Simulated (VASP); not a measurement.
Input:

```
CrO2
1.0
    4.36036     0.00000     0.00000
    0.00000     4.36036     0.00000
    0.00000     0.00000     2.87662
Cr O
2 4
Direct
  0.00000   0.00000   0.00000
  0.50000   0.50000   0.50000
  0.30279   0.30279   0.00000
  0.80279   0.19721   0.50000
  0.19721   0.80279   0.50000
  0.69721   0.69721   0.00000
```
Starting moments (μB, in the order of the record's atoms Cr Cr O O O O): 2.1 2.1 -0.1 -0.1 -0.1 -0.1.

These are PBEsol GGA, VASP's PBE PAW potentials (set 64) (plane waves; VASP 6.6.1) values and carry that method's errors. Numerical set-up: 620 eV cut-off, 7×7×11 Γ-centred mesh, first-order Methfessel-Paxton smearing of 0.10 eV, potentials Cr_pv O.

Problem. The ions, cell shape and volume at an external pressure of 10.0 GPa are relaxed. What does this cell relax into?

Solution. 
```
CrO2
1.0
    4.33236     0.00000     0.00000
    0.00000     4.33236     0.00000
    0.00000     0.00000     2.86451
Cr O
2 4
Direct
  0.00000   0.00000   0.00000
  0.50000   0.50000   0.50000
  0.30244   0.30244   0.00000
  0.80244   0.19756   0.50000
  0.19756   0.80244   0.50000
  0.69756   0.69756   0.00000
```
Space group P4_2/mnm (136), at a tolerance of 0.03 Å. The cell ends with 4.00 μB, on the sites 2.04 2.04 -0.05 -0.05 -0.05 -0.05 μB.

Problem. How do energy and volume change from the first to the last step?

Solution. The energy (σ→0) changes by +7.3 meV/atom and the volume by -1.7 %, in 5 ionic steps.

The compound is CrO2 in the rutile structure. This run relaxes it under an external pressure of 10 GPa. Symmetry was kept, so distortions that lower it aren't found.
